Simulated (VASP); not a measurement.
```
Tl
1.0
    1.68897    -2.92538     0.00000
    1.68897     2.92538     0.00000
    0.00000     0.00000     5.45413
Tl
2
Direct
  0.33333   0.66667   0.25000
  0.66667   0.33333   0.75000
```

Calculation: vdW-DF-cx, VASP's PBE PAW potentials (set 64) (plane waves; VASP 6.6.1). Run with 520 eV cut-off, 12×12×7 Γ-centred mesh, first-order Methfessel-Paxton smearing of 0.10 eV, potentials Tl_d.

Task: The ions and cell shape at fixed volume are relaxed. Give the cell that the relaxation ends in.

Result: 
```
Tl
1.0
    1.71027    -2.96228     0.00000
    1.71027     2.96228     0.00000
    0.00000     0.00000     5.31909
Tl
2
Direct
  0.33333   0.66667   0.25000
  0.66667   0.33333   0.75000
```
Space group P6_3/mmc (194), at a tolerance of 0.03 Å.

Task: How much energy does the relaxation gain?

Result: The energy (σ→0) changes by -3.4 meV/atom, in 4 ionic steps.

```csv
step,E(σ→0) (eV),max force (eV/Å),pressure (GPa),volume (Å³)
1,1.5138,0.000,2.73,53.90
2,1.5100,0.000,2.73,53.90
3,1.5076,0.000,2.90,53.90
4,1.5071,0.000,2.84,53.90
```

The compound is Tl in the hcp structure. This cell is one point of a volume scan, at 0.94 of the reference volume. Symmetry was kept, so distortions that lower it aren't found.
